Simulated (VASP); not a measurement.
An input for Ansatz (written as the equivalent of a VASP run, and not itself run):

Ansatz 0.2 input:
```yaml
crystal:
  lattice:
    - [1.9214311, -3.3280166, 0.0000000]
    - [1.9214311, 3.3280166, 0.0000000]
    - [0.0000000, 0.0000000, 6.5294371]
  atoms:
    - { symbol: Sn, position: [0.0000000, 0.0000000, 0.0000000] }
    - { symbol: Se, position: [0.3333330, 0.6666670, 0.2411372] }
    - { symbol: Se, position: [0.6666670, 0.3333330, 0.7588628] }
kpoints:
  mp_grid: { grid: [6, 6, 3] }
hamiltonian:
  xc: r2scan
  pseudopotentials: { kind: paw }
scf:
  occupations: { method: gaussian, width: 0.05 }
  max_iter: 100
relax:
  max_steps: 60
  f_tol: 0.02
  cell: {}
output: { forces: true, stress: true, eigenvalues: true }
```

**Question.** Write the VASP files for the same calculation (r2SCAN).

**Answer.** One answer among several that fit: 
POSCAR:
```
SnSe2
1.0
  1.9214311347  -3.3280165655   0.0000000000
  1.9214311347   3.3280165655   0.0000000000
  0.0000000000   0.0000000000   6.5294371110
Sn Se
1 2
Cartesian
  0.0000000000   0.0000000000   0.0000000000
  1.9214311347   1.1093410738   1.5744901349
  1.9214311347  -1.1093410738   4.9549469761
```

### INCAR
```
SYSTEM = SnSe2
PREC = Accurate; ENCUT = 520; LREAL = .FALSE.
LASPH = .TRUE.
EDIFF = 1E-6; NELM = 100; ALGO = Normal
LMAXMIX = 4; LMIXTAU = .TRUE.
ISMEAR = 0; SIGMA = 0.05
METAGGA = R2SCAN
IBRION = 2; NSW = 60; ISIF = 3
EDIFFG = -0.02
LWAVE = .FALSE.; LCHARG = .FALSE.
```

KPOINTS:
```
K-points
0
Gamma
 6 6 3
0 0 0
```

POTCAR, in this order: Sn_d Se (PBE.64 set). Program: vasp_std.

What does not carry over: each code has its own PAW files, so the cut-off isn't converted (ENCUT is set for VASP's; basis.ecutwfc is left out, and Ansatz then takes the one that its files recommend); Ansatz stops its SCF on the density residual and VASP on the energy change (EDIFF).

The compound is SnSe2 in the 1T layered structure. It was relaxed first, which changed the volume by +8 %. The start is the result of an earlier pass.
